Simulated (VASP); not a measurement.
# RePb2 (Fm-3m) in VASP: band structure with PBE

Aim: the band structure of RePb2 with PBE.

Program: VASP 6.6.1. These are calculated values, not measurements. Logs are shortened: lines on timing, memory, paths and dates and some standing lists are left out, and cuts for length are marked.

## (1) Starting point

The structure is cubic, space group Fm-3m (No. 225). Conventional cell: a = 6.732 Å, b = 6.732 Å, c = 6.732 Å, α = 90.00°, β = 90.00°, γ = 90.00°. Re (site symmetry m-3m) has 8 Pb at 2.91 Å as nearest neighbours. Pb (site symmetry -43m) has 4 Re at 2.91 Å as nearest neighbours.

The cell was built by a generator and needn't be a form met in nature.

## (2) Band structure, PBE

run.py

```python
from ase.calculators.vasp import Vasp
from ase.dft.bandgap import bandgap
from ase.spacegroup import crystal

atoms = crystal(
    ['Re', 'Pb'],
    basis=[[0.0, 0.0, 0.0], [0.25, 0.75, 0.75]],
    spacegroup=225,
    setting=1,
    cellpar=[6.73156, 6.73156, 6.73156, 90.0, 90.0, 90.0],
    primitive_cell=True,
)
calc = Vasp(
    directory='calc',
    xc='pbe',
    pp='PBE',
    setups='recommended',
    prec='Accurate',
    encut=520,
    ediff=1e-06,
    ismear=-1,
    sigma=0.05,
    lreal=False,
    lasph=True,
    nelm=60,
    algo='Normal',
    isif=2,
    lwave=False,
    lcharg=True,
    lmaxmix=4,
    kpts=[7, 7, 7],
    gamma=True,
)
atoms.calc = calc

print('energy (eV):', atoms.get_potential_energy())
print('free energy (eV):', atoms.get_potential_energy(force_consistent=True))
efermi = calc.get_fermi_level()
print('Fermi level (eV):', efermi)
path = atoms.cell.bandpath(npoints=40, eps=1e-4)
print('path:', path.path)
calc.set(kpts=path.kpts, reciprocal=True, icharg=11, isym=0, lcharg=False)
calc.calculate(atoms)
print('gap on the path (eV):', bandgap(calc, efermi=efermi)[0])
print('direct gap on the path (eV):', bandgap(calc, efermi=efermi, direct=True)[0])
```

Potentials or basis: VASP PAW PBE potentials, release 64 (Re, Pb_d).

Run with:

```sh
python run.py
```

Standard output:

```text
energy (eV): -16.47155907
free energy (eV): -16.48384297
Fermi level (eV): 6.81123746
path: GXWKGLUWLK,UX
gap on the path (eV): 0.0
direct gap on the path (eV): 0.0
```

OUTCAR:

```text
ENCUT = 520.000000
   EDIFF = 1.00e-06
   GGA = PE
   PREC = Accurate
   ICHARG = 11
   ISIF = 2
   ISMEAR = -1
   ISYM = 0
   NELM = 60
   LASPH = .TRUE.
   LREAL = .FALSE.

 ion  position               nearest neighbor table
   1  0.000  0.000  0.000-   3 2.91   3 2.91   3 2.91   2 2.91   2 2.91   2 2.91   3 2.91   2 2.91

   2  0.250  0.250  0.250-   1 2.91   1 2.91   1 2.91   1 2.91   3 3.37   3 3.37   3 3.37   3 3.37
                             3 3.37   3 3.37
   3  0.750  0.750  0.750-   1 2.91   1 2.91   1 2.91   1 2.91   2 3.37   2 3.37   2 3.37   2 3.37
                             2 3.37   2 3.37

IMPORTANT INFORMATION: All symmetrisations will be switched off!
NOSYMM: (Re-)initialisation of all symmetry stuff for point group C_1.

----------------------------------------------------------------------------------------

                                     Primitive cell

  volume of cell :      76.2583

  direct lattice vectors                    reciprocal lattice vectors
     0.000000000  3.365780000  3.365780000    -0.148553976  0.148553976  0.148553976
     3.365780000  0.000000000  3.365780000     0.148553976 -0.148553976  0.148553976
     3.365780000  3.365780000  0.000000000     0.148553976  0.148553976 -0.148553976

  length of vectors
     4.759931724  4.759931724  4.759931724     0.257303033  0.257303033  0.257303033

  position of ions in fractional coordinates (direct lattice)
     0.000000000  0.000000000  0.000000000
     0.250000000  0.250000000  0.250000000
     0.750000000  0.750000000  0.750000000

  ion indices of the primitive-cell ions
   primitive index   ion index
                 1           1
                 2           2
                 3           3

----------------------------------------------------------------------------------------

 KPOINTS: KPOINTS created by Atomic Simulation Env

Read explicit list of k-points.

 Found     40 k-points:

 Following reciprocal coordinates:
            Coordinates               Weight
  0.000000  0.000000  0.000000      0.025000
  0.100000  0.000000  0.100000      0.025000
  0.200000  0.000000  0.200000      0.025000
  0.300000  0.000000  0.300000      0.025000
  0.400000  0.000000  0.400000      0.025000
  0.500000  0.000000  0.500000      0.025000
[... 16 lines left out ...]
  0.593750  0.312500  0.593750      0.025000
  0.625000  0.250000  0.625000      0.025000
 [... further k-points ...]
   k-points           NKPTS =     40   k-points in BZ     NKDIM =     40   number of bands    NBANDS=     21
   number of dos      NEDOS =    301   number of ions     NIONS =      3
   total plane-waves  NPLWV =  46656
   dimension x,y,z NGX =    36 NGY =   36 NGZ =   36
   dimension x,y,z NGXF=    72 NGYF=   72 NGZF=   72
   ions per type =               1   2
   NGX,Y,Z   is equivalent  to a cutoff of  12.57, 12.57, 12.57 a.u.
   NGXF,Y,Z  is equivalent  to a cutoff of  25.15, 25.15, 25.15 a.u.
 SYSTEM =  unknown system
   PREC   = accura    normal or accurate (medium, high low for compatibility)
   ISTART =      0    job   : 0-new  1-cont  2-samecut
   ICHARG =     11    charge: 1-file 2-atom 10-const
   ISPIN  =      1    spin polarized calculation?
   LNONCOLLINEAR =      F non collinear calculations
   LSORBIT =      F    spin-orbit coupling
   LASPH  =      T    aspherical Exc in radial PAW
   ENCUT  =  520.0 eV  38.22 Ry    6.18 a.u.   8.85  8.85  8.85*2*pi/ulx,y,z
   NELM   =     60;   NELMIN=  2; NELMDL=  0     # of ELM steps
   EDIFF  = 0.1E-05   stopping-criterion for ELM
   LREAL  =      F    real-space projection
   EDIFFG = 0.1E-04   stopping-criterion for IOM
   NSW    =      0    number of steps for IOM
   IBRION =     -1    ionic relax: 0-MD 1-quasi-New 2-CG
   NFREE  =      0    steps in history (QN), initial steepest desc. (CG)
   ISIF   =      2    stress and relaxation
   ISYM   =      0    0-nonsym 1-usesym 2-fastsym
   POTIM  = 0.5000    time-step for ionic-motion
   TEBEG  =    0.0;   TEEND  =   0.0 temperature during run
   PSTRESS=    0.0 pullay stress
   NELECT =      35.0000    total number of electrons
   NUPDOWN=      -1.0000    fix difference up-down
   EMIN   =  10.00;   EMAX   =-10.00  energy-range for DOS
   EFERMI =   0.00;   METHOD = LEGACY
   ISMEAR =    -1;   SIGMA  =   0.05  broadening in eV -4-tet -1-fermi 0-gaus
   EFERMI_NEDOS =   21; number of points for ismear=-14 and -15
   IALGO  =     38    algorithm
   IMIX   =      4    mixing-type and parameters
     AMIX     =   0.40;   BMIX     =  1.00
     AMIX_MAG =   1.60;   BMIX_MAG =  1.00
  volume/ion in A,a.u.               =      25.42       171.54
  Fermi-wavevector in a.u.,A,eV,Ry     =   1.262802  2.386349 21.696774  1.594668
  Thomas-Fermi vector in A             =   2.396191
   LORBIT       =      0    0 simple, 1 ext, 2 COOP (PROOUT), +10 PAW based schemes
   GGA     = PE    functional components
   LHFCALC =     F    Hartree Fock is set to
   AEXX    =    0.0000 exact exchange contribution
   IVDW    =     0    specifies the selected vdW correction
   LEPSILON=     F    determine dielectric tensor
   LRPA    =     F    only Hartree local field effects (RPA)
 non-spin polarized calculation
  energy-cutoff  :      520.00
  volume of cell :       76.26
 maximum number of plane-waves:      2085
 NGX is ok and might be reduce to    36

 number of electron      35.0000003 magnetization

 Free energy of the ion-electron system (eV)
  ---------------------------------------------------
  ext. energy  EPLUGINS =         0.00000000
  ---------------------------------------------------
  free energy    TOTEN  =       -16.72816052 eV

  energy without entropy =      -16.70762425  energy(sigma->0) =      -16.71789238

 E-fermi :   6.7746     XC(G=0): -10.7319

 val. band max:        6.7665263687   @ k =   0.3750   0.3750   0.7500
 cond. band min:       6.7907798984   @ k =   0.1875   0.1875   0.3750
 fundamental gap:      0.0242535298
 Fermi energy:         6.7746174691

 k-point     1 :       0.0000    0.0000    0.0000
  band No.  band energies     occupation
      1     -10.0834      2.00000
      2     -10.0834      2.00000
      3      -9.9277      2.00000
      4      -9.9277      2.00000
      5      -9.9277      2.00000
      6      -9.6897      2.00000
[... 13 lines left out ...]
     20      10.3875      0.00000
     21      11.5303      0.00000

 k-point     2 :       0.1000    0.0000    0.1000
  band No.  band energies     occupation
      1     -10.0801      2.00000
      2     -10.0508      2.00000
      3      -9.9336      2.00000
      4      -9.9163      2.00000
      5      -9.9163      2.00000
      6      -9.6994      2.00000
[... 13 lines left out ...]
     20       9.6411      0.00000
     21      11.3730      0.00000

 k-point     3 :       0.2000    0.0000    0.2000
  band No.  band energies     occupation
      1     -10.0716      2.00000
      2      -9.9666      2.00000
      3      -9.9487      2.00000
      4      -9.8865      2.00000
      5      -9.8865      2.00000
      6      -9.7248      2.00000
[... 13 lines left out ...]
     20       8.3958      0.00000
     21      10.9912      0.00000

 k-point     4 :       0.3000    0.0000    0.3000
  band No.  band energies     occupation
      1     -10.0611      2.00000
      2      -9.9684      2.00000
      3      -9.8621      2.00000
      4      -9.8492      2.00000
      5      -9.8492      2.00000
      6      -9.7665      2.00000
[... 13 lines left out ...]
     20       7.4704      0.00000
     21      10.9388      0.00000

 k-point     5 :       0.4000    0.0000    0.4000
  band No.  band energies     occupation
      1     -10.0526      2.00000
      2      -9.9835      2.00000
      3      -9.8675      2.00000
      4      -9.8187      2.00000
      5      -9.8187      2.00000
      6      -9.7814      2.00000
[... 13 lines left out ...]
     20       8.3381      0.00000
     21      11.0392      0.00000
[... 382 lines left out ...]
     20       7.8572      0.00000
     21       9.4814      0.00000

 k-point    22 :       0.5625    0.3750    0.5625
  band No.  band energies     occupation
      1      -9.8975      2.00000
      2      -9.8968      2.00000
      3      -9.8799      2.00000
      4      -9.8407      2.00000
      5      -9.8205      2.00000
      6      -9.7859      2.00000
[... 13 lines left out ...]
     20       8.5579      0.00000
     21      10.1740      0.00000

 k-point    23 :       0.5938    0.3125    0.5938
  band No.  band energies     occupation
      1      -9.9390      2.00000
      2      -9.9248      2.00000
      3      -9.9095      2.00000
      4      -9.8399      2.00000
      5      -9.8196      2.00000
      6      -9.7841      2.00000
[... 13 lines left out ...]
     20       9.0696      0.00000
     21      10.8151      0.00000

 k-point    24 :       0.6250    0.2500    0.6250
  band No.  band energies     occupation
      1      -9.9766      2.00000
      2      -9.9381      2.00000
      3      -9.9262      2.00000
      4      -9.8286      2.00000
      5      -9.8126      2.00000
      6      -9.7889      2.00000
[... 13 lines left out ...]
     20       9.0801      0.00000
     21      11.6942      0.00000

 [... further k-points ...]
[... 5 lines left out ...]
  --------------------------------------------------------------------------------------
  -------------------------------------------------------------------------------------
  Total        1.6779255      1.1123664     -0.0951610     -2.9771208     -1.5152758     -2.6067940
  in kB       35.2529997     23.3706750     -1.9993202    -62.5489280    -31.8357504    -54.7684098
  external PRESSURE =      18.8747848 kB  Pullay stress =       0.0000000 kB

 VOLUME and BASIS-vectors are now :
 -----------------------------------------------------------------------------
  energy-cutoff  :      520.00
  volume of cell :       76.26
      direct lattice vectors                 reciprocal lattice vectors
     0.000000000  3.365780000  3.365780000    -0.148553976  0.148553976  0.148553976
     3.365780000  0.000000000  3.365780000     0.148553976 -0.148553976  0.148553976
     3.365780000  3.365780000  0.000000000     0.148553976  0.148553976 -0.148553976

 POSITION                                       TOTAL-FORCE (eV/Angst)
 -----------------------------------------------------------------------------------
      0.00000      0.00000      0.00000        -0.000006     -0.000016     -0.000010
      1.68289      1.68289      1.68289        -0.183738     -0.322753     -0.463633
      5.04867      5.04867      5.04867         0.183745      0.322769      0.463643
 -----------------------------------------------------------------------------------
    total drift:                               -0.000029      0.000022      0.000013

  FREE ENERGIE OF THE ION-ELECTRON SYSTEM (eV)
  ---------------------------------------------------
  free  energy   TOTEN  =       -16.7281605176 eV

  energy  without entropy=      -16.7076242458  energy(sigma->0) =      -16.71789238
```

INCAR:

```text
ENCUT = 520.000000
SIGMA = 0.050000
EDIFF = 1.00e-06
ALGO = Normal
GGA = PE
PREC = Accurate
ICHARG = 11
ISIF = 2
ISMEAR = -1
ISYM = 0
LMAXMIX = 4
NELM = 60
LASPH = .TRUE.
LCHARG = .FALSE.
LWAVE = .FALSE.
LREAL = .FALSE.
```

It took 37 s on 1 thread of Intel Xeon 6975P-C (Granite Rapids), shared host; peak memory 0.23 GiB.

Results:

```yaml
Band_gap_along_the_path: none (metal or under the smearing width)
```

Levels at the corners of the path, in eV from the Fermi level:
| point | band 14 | band 15 | band 16 | band 17 | band 18 | band 19 | band 20 | band 21 |
| --- | --- | --- | --- | --- | --- | --- | --- | --- |
| Γ | -3.05 | -3.05 | -0.40 | -0.40 | 3.58 | 3.58 | 3.58 | 4.72 |
| X | -2.28 | -2.28 | -0.80 | -0.80 | -0.63 | -0.36 | 1.80 | 4.29 |
| W | -3.76 | -1.16 | -1.16 | -0.76 | -0.42 | 0.54 | 3.32 | 3.32 |
| K | -2.81 | -2.08 | -1.06 | -0.58 | -0.04 | 0.09 | 2.27 | 4.85 |
| Γ | -3.05 | -3.05 | -0.40 | -0.40 | 3.58 | 3.58 | 3.58 | 4.73 |
| L | -2.33 | -1.86 | -0.35 | -0.35 | 0.44 | 0.44 | 0.72 | 2.21 |
| U | -2.81 | -2.08 | -1.06 | -0.58 | -0.04 | 0.09 | 2.27 | 4.88 |
| W | -3.76 | -1.16 | -1.16 | -0.76 | -0.42 | 0.54 | 3.32 | 3.32 |
| L | -2.33 | -1.86 | -0.35 | -0.35 | 0.44 | 0.44 | 0.72 | 2.21 |
| K | -2.81 | -2.08 | -1.06 | -0.58 | -0.04 | 0.09 | 2.27 | 4.84 |
| U | -2.81 | -2.08 | -1.06 | -0.58 | -0.04 | 0.09 | 2.27 | 4.84 |
| X | -2.28 | -2.28 | -0.80 | -0.80 | -0.63 | -0.36 | 1.80 | 4.29 |

Caveat: the log is that of the step along the path at fixed density, whose energy, stress, charges and moments have no meaning; spin-orbit coupling is left out, which moves the levels of the heavy elements.
